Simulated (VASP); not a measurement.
Data:

```yaml
crystal:
  lattice:
    - [0.00000, 3.44891, 3.44891]
    - [3.44891, 0.00000, 3.44891]
    - [3.44891, 3.44891, 0.00000]
  atoms:
    - { symbol: Ru, position: [0.00000, 0.00000, 0.00000] }
    - { symbol: Au, position: [0.50000, 0.50000, 0.50000] }
    - { symbol: Au, position: [0.25000, 0.25000, 0.25000] }
    - { symbol: Au, position: [0.75000, 0.75000, 0.75000] }
```

These are PBE GGA, VASP's PBE PAW potentials (set 64) (plane waves; VASP) values and carry that method's errors. Numerical set-up: 300 eV cut-off, 6×6×6 Γ-centred mesh, Fermi-Dirac smearing of 0.050 eV, potentials Ru_pv Au.

At this cut-off the stress carries a Pulay error, which pulls relaxed volumes low. Unless said otherwise, spin-orbit coupling is left out, though it shifts the bands of the heavy elements here.

### Question
Estimate the energy per atom (σ→0), pressure, band gap (on the k-mesh) with the smallest direct gap where there is one.

### Answer

```json
{
 "band gap (on the k-mesh)": "none (metal, semimetal or under 0.01 eV)",
 "energy per atom (σ→0)": "-4.047 eV/atom",
 "pressure": "-18.34 GPa"
}
```

The structure was generated: RuAu3 was put into an ordered model structure, which need not be its known phase. The cell was not relaxed at this level. The electron count is odd and the run is not spin-polarised, which forces a metal.
